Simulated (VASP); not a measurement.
Output of a VASP run:

File OSZICAR:
```
       N       E                     dE             d eps       ncg     rms          rms(c)
DAV:   1     0.989753945584E+02    0.98975E+02   -0.10964E+04  3855   0.266E+03
DAV:   2    -0.661698852363E+01   -0.10559E+03   -0.10356E+03  3726   0.358E+02
DAV:   3    -0.113590196154E+02   -0.47420E+01   -0.47276E+01  4202   0.817E+01
DAV:   4    -0.114294150179E+02   -0.70395E-01   -0.70390E-01  4872   0.922E+00
DAV:   5    -0.114311256856E+02   -0.17107E-02   -0.17106E-02  4418   0.125E+00    0.973E+00
DAV:   6    -0.123128139760E+02   -0.88169E+00   -0.21239E+01  4088   0.623E+01    0.107E+01
DAV:   7    -0.104891413485E+02    0.18237E+01   -0.85936E+00  3755   0.462E+01    0.191E+00
DAV:   8    -0.104692283611E+02    0.19913E-01   -0.23721E-01  4321   0.560E+00    0.628E-01
DAV:   9    -0.104635350695E+02    0.56933E-02   -0.18610E-02  4994   0.223E+00    0.128E-01
DAV:  10    -0.104632788525E+02    0.25622E-03   -0.62065E-04  4812   0.363E-01    0.664E-02
DAV:  11    -0.104632617631E+02    0.17089E-04   -0.76355E-05  5168   0.158E-01    0.121E-02
DAV:  12    -0.104632624389E+02   -0.67576E-06   -0.40334E-06  5271   0.358E-02    0.236E-03
DAV:  13    -0.104632628106E+02   -0.37169E-06   -0.34155E-07  3619   0.942E-03    0.124E-03
DAV:  14    -0.104632624321E+02    0.37849E-06   -0.99456E-08  2221   0.589E-03    0.363E-04
DAV:  15    -0.104632624337E+02   -0.16362E-08   -0.11455E-08  2073   0.119E-03
   1 F= -.11179920E+02 E0= -.11179920E+02  d E =0.000000E+00
```

File OUTCAR:
```
------------------------ aborting loop because EDIFF is reached ----------------------------------------
 Edisp (eV)   -0.71666
  FORCE on cell =-STRESS in cart. coord.  units (eV):
  Direction    XX          YY          ZZ          XY          YZ          ZX
  --------------------------------------------------------------------------------------
  Total      -0.00742    -0.00742    -0.00742     0.00000     0.00000    -0.00000
  in kB      -0.51362    -0.51362    -0.51362     0.00000     0.00000    -0.00000
  external pressure =       -0.51 kB  Pullay stress =        0.00 kB
  volume of cell :       23.16
      direct lattice vectors                 reciprocal lattice vectors
     2.850477106  0.000000000  0.000000000     0.350818464  0.000000000  0.000000000
     0.000000000  2.850477106  0.000000000     0.000000000  0.350818464  0.000000000
     0.000000000  0.000000000  2.850477106     0.000000000  0.000000000  0.350818464
 POSITION                                       TOTAL-FORCE (eV/Angst)
 -----------------------------------------------------------------------------------
      1.42524      1.42524      1.42524         0.000000      0.000000      0.000000
      0.00000      0.00000      0.00000         0.000000      0.000000      0.000000
 -----------------------------------------------------------------------------------
    total drift:                                0.000000      0.000000     -0.000000
  FREE ENERGIE OF THE ION-ELECTRON SYSTEM (eV)
  ---------------------------------------------------
  free  energy   TOTEN  =       -11.1799197946 eV

  energy  without entropy=      -11.1799197946  energy(sigma->0) =      -11.17991979

 total charge

# of ion       s       p       d       tot
------------------------------------------
    1        0.851   0.916  10.064  11.831
    2        0.396   0.478   7.535   8.409
--------------------------------------------------
tot          1.247   1.394  17.599  20.240
```
(Selected blocks of OUTCAR.)

POSCAR:
```
CoGa
1
    2.8504771063     0.0000000000     0.0000000000
    0.0000000000     2.8504771063     0.0000000000
    0.0000000000     0.0000000000     2.8504771063
Ga Co
1 1
Direct
  0.5000000000   0.5000000000   0.5000000000
  0.0000000000   0.0000000000   0.0000000000
```

Write an INCAR and KPOINTS that could have produced this output.

One answer among several that fit: the input of the run itself, PBE GGA with D3 dispersion (zero damping), plane waves, VASP's PBE PAW potentials (set 64).

**INCAR**
```
# general
SYSTEM  = CoGa
PREC    = Accurate
ENCUT   = 520   # plane-wave cut-off (eV)
LREAL   = .FALSE.   # projection in real space or not
LASPH   = .TRUE.   # aspherical one-centre terms

# electronic loop
EDIFF   = 1E-7   # SCF stop (eV)
NELM    = 100   # most electronic steps
ALGO    = Normal   # blocked Davidson
LMAXMIX = 4   # l cut-off of mixed one-centre charges

# smearing
ISMEAR  = -5

# functional
GGA     = PE   # PBE
IVDW    = 11   # D3, zero damping

# ions
ISIF    = 2   # forces and stress, cell fixed

# output
LWAVE   = .FALSE.
LCHARG  = .TRUE.
LORBIT  = 11
NEDOS   = 601   # DOS grid
```

File KPOINTS:
```
Automatic mesh
0
Gamma
14 14 14
0 0 0
```

POTCAR, in this order: Ga_d Co (PBE.64 set). Program: vasp_std.

For a metal the tetrahedron method with Blöchl corrections gives inexact stress and forces.

The compound is CoGa in the CsCl type structure. It was relaxed first. The run is not spin-polarised, so no magnetic state was tried.
